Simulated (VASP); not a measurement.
Calculation: r2SCAN+rVV10, VASP's PBE PAW potentials (set 64) (plane waves; VASP).

VASP input:

**INCAR**
```
SYSTEM = CsH
PREC = Accurate; ENCUT = 400; LREAL = .FALSE.
LASPH = .TRUE.
EDIFF = 1E-7; NELM = 100; ALGO = Normal
LMAXMIX = 4; LMIXTAU = .TRUE.
ISMEAR = -5
METAGGA = R2SCAN; LUSE_VDW = .TRUE.; BPARAM = 11.95
CPARAM = 0.0093
ISIF = 2
LWAVE = .FALSE.; LCHARG = .FALSE.; LORBIT = 11
NEDOS = 601
```

KPOINTS_OPT:
```
k-points along high-symmetry lines
10
Line-mode
Reciprocal
  0.000000   0.000000   0.000000 ! GAMMA
  0.500000   0.000000   0.500000 ! X

  0.500000   0.000000   0.500000 ! X
  0.625000   0.250000   0.625000 ! U

  0.375000   0.375000   0.750000 ! K
  0.000000   0.000000   0.000000 ! GAMMA

  0.000000   0.000000   0.000000 ! GAMMA
  0.500000   0.500000   0.500000 ! L

  0.500000   0.500000   0.500000 ! L
  0.500000   0.250000   0.750000 ! W

  0.500000   0.250000   0.750000 ! W
  0.500000   0.000000   0.500000 ! X
```

**POSCAR**
```
CsH
1
    0.0000000000     3.1401160559     3.1401160559
    3.1401160559     0.0000000000     3.1401160559
    3.1401160559     3.1401160559     0.0000000000
Cs H
1 1
Direct
  0.0000000000   0.0000000000   0.0000000000
  0.5000000000   0.5000000000   0.5000000000
```

**KPOINTS**
```
Automatic
0
Gamma
 8 8 8
0 0 0
```

POTCAR, in this order: Cs_sv H (PBE.64 set). Program: vasp_std.

Output of the run:

### OUTCAR
```
 ion  position               nearest neighbor table
   1  0.000  0.000  0.000-
   2  0.500  0.500  0.500-
  LATTYP: Found a face centered cubic cell.
 ALAT       =     6.2802321118
 Subroutine PRICEL returns:
 Original cell was already a primitive cell.
 Subroutine GETGRP returns: Found 48 space group operations
The static configuration has the point symmetry O_h .
The dynamic configuration has the point symmetry O_h .
 Subroutine INISYM returns: Found 48 space group operations
 Subroutine IBZKPT returns following result:
 Found     29 irreducible k-points:

 Following reciprocal coordinates:
            Coordinates               Weight
  0.000000  0.000000  0.000000      1.000000
  0.125000  0.000000  0.000000      8.000000
  0.250000  0.000000  0.000000      8.000000
  0.375000  0.000000  0.000000      8.000000
  0.500000  0.000000  0.000000      4.000000
  0.125000  0.125000  0.000000      6.000000
  0.250000  0.125000  0.000000     24.000000
  0.375000  0.125000  0.000000     24.000000
  0.500000  0.125000  0.000000     24.000000
...
```

**OSZICAR**
```
       N       E                     dE             d eps       ncg     rms          rms(c)
DAV:   1     0.179350551876E+02    0.17935E+02   -0.38050E+03   522   0.776E+02
DAV:   2    -0.286920253232E+02   -0.46627E+02   -0.46052E+02   718   0.128E+02
DAV:   3    -0.314203729268E+02   -0.27283E+01   -0.27266E+01   578   0.376E+01
DAV:   4    -0.314416302502E+02   -0.21257E-01   -0.21255E-01   833   0.370E+00
DAV:   5    -0.314416612398E+02   -0.30990E-04   -0.30987E-04   649   0.971E-02    0.353E+00
DAV:   6    -0.283707357456E+02    0.30709E+01   -0.49029E-01   603   0.641E+00    0.203E+00
DAV:   7    -0.285763787835E+02   -0.20564E+00   -0.35065E+00   575   0.963E+00    0.159E+00
DAV:   8    -0.286232926063E+02   -0.46914E-01   -0.24465E-01   545   0.383E+00    0.106E+00
DAV:   9    -0.284311117209E+02    0.19218E+00   -0.12824E-01   587   0.337E+00    0.229E-01
DAV:  10    -0.285637028707E+02   -0.13259E+00   -0.21176E-01   547   0.437E+00    0.359E-01
DAV:  11    -0.285494051531E+02    0.14298E-01   -0.11144E-02   677   0.128E+00    0.200E-01
DAV:  12    -0.285525877317E+02   -0.31826E-02   -0.43061E-03   561   0.566E-01    0.890E-02
DAV:  13    -0.285538715704E+02   -0.12838E-02   -0.64093E-03   528   0.659E-01    0.189E-02
DAV:  14    -0.285540930341E+02   -0.22146E-03   -0.24758E-04   742   0.145E-01    0.419E-02
DAV:  15    -0.285541230519E+02   -0.30018E-04   -0.85131E-05   547   0.113E-01    0.435E-02
DAV:  16    -0.285540793400E+02    0.43712E-04   -0.41630E-04   532   0.114E-01    0.555E-03
DAV:  17    -0.285540694450E+02    0.98950E-05   -0.25887E-05   572   0.415E-02    0.577E-03
DAV:  18    -0.285540709819E+02   -0.15369E-05   -0.17272E-05   563   0.289E-02    0.332E-03
DAV:  19    -0.285540709828E+02   -0.90813E-09   -0.17089E-06   555   0.144E-02    0.128E-03
DAV:  20    -0.285540715502E+02   -0.56743E-06   -0.57093E-07   572   0.800E-03    0.193E-04
DAV:  21    -0.285540718670E+02   -0.31679E-06   -0.16259E-07   573   0.448E-03    0.274E-04
DAV:  22    -0.285540718048E+02    0.62225E-07   -0.84910E-09   305   0.115E-03
   1 F= -.28554072E+02 E0= -.28554072E+02  d E =0.000000E+00
       N       E                     dE             ncg
       N       E                     dE             ncg
       N       E                     dE             ncg
```

### OUTCAR
```
------------------------ aborting loop because EDIFF is reached ----------------------------------------
  FORCE on cell =-STRESS in cart. coord.  units (eV):
  Direction    XX          YY          ZZ          XY          YZ          ZX
  --------------------------------------------------------------------------------------
  Total       -0.0088173     -0.0088173     -0.0088173     -0.0000000     -0.0000000     -0.0000000
  in kB       -0.2281275     -0.2281275     -0.2281275     -0.0000000     -0.0000000     -0.0000000
  external PRESSURE =      -0.2281275 kB  Pullay stress =       0.0000000 kB
  volume of cell :       61.93
      direct lattice vectors                 reciprocal lattice vectors
     0.000000000  3.140116056  3.140116056    -0.159229784  0.159229784  0.159229784
     3.140116056  0.000000000  3.140116056     0.159229784 -0.159229784  0.159229784
     3.140116056  3.140116056  0.000000000     0.159229784  0.159229784 -0.159229784
 POSITION                                       TOTAL-FORCE (eV/Angst)
 -----------------------------------------------------------------------------------
      0.00000      0.00000      0.00000        -0.000000      0.000000      0.000000
      3.14012      3.14012      3.14012         0.000000     -0.000000     -0.000000
 -----------------------------------------------------------------------------------
    total drift:                                0.000000      0.000000      0.000000
  FREE ENERGIE OF THE ION-ELECTRON SYSTEM (eV)
  ---------------------------------------------------
  free  energy   TOTEN  =       -28.5540718048 eV

  energy  without entropy=      -28.5540718048  energy(sigma->0) =      -28.55407180

 total charge

# of ion       s       p       d       tot
------------------------------------------
    1        1.867   4.702   0.035   6.604
    2        0.499   0.000   0.000   0.499
--------------------------------------------------
tot          2.366   4.703   0.035   7.103
```
(Selected blocks of OUTCAR.)

The structure comes from a measured CsH entry (Fm-3m) of the Crystallography Open Database, whose conditions weren't checked. It was relaxed first.
